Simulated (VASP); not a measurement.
Runs of VASP 6.6.1 on NaCl. The structure is cubic, space group Fm-3m (No. 225). Conventional cell: a = 5.581 Å, b = 5.581 Å, c = 5.581 Å, α = 90.00°, β = 90.00°, γ = 90.00°. Na (site symmetry m-3m) is surrounded by 6 Cl at 2.79 Å. Cl (site symmetry m-3m) is surrounded by 6 Na at 2.79 Å. 

```tsv
task	cell	gap on the mesh (eV)	pressure (GPa)
relaxation of the atoms	atoms relaxed	5.23	0.0
relaxation of the atoms	atoms relaxed from: a relaxed cell with its volume scaled by 1.04	5.08	-1.0
relaxation of cell and atoms	relaxed	5.23	-0.1
relaxation of the atoms	atoms relaxed from: a relaxed cell with its volume scaled by 0.98	(a)	0.6
relaxation of the atoms	atoms relaxed from: a relaxed cell with its volume scaled by 1.06	5.01	-1.4
```

Alike in all rows: level PBE+D3(BJ); potentials or basis VASP PAW PBE potentials, release 64 (Na_pv, Cl); no spin polarisation; k mesh 8 × 8 × 8; cutoff (eV) 600; smearing gaussian 0.03 eV.

Question: Estimate the missing entries.

Answer: (a) 5.31.

Caveats: the relaxation stopped at its first step, so nothing moved (some runs).

A k mesh can miss the band edges.
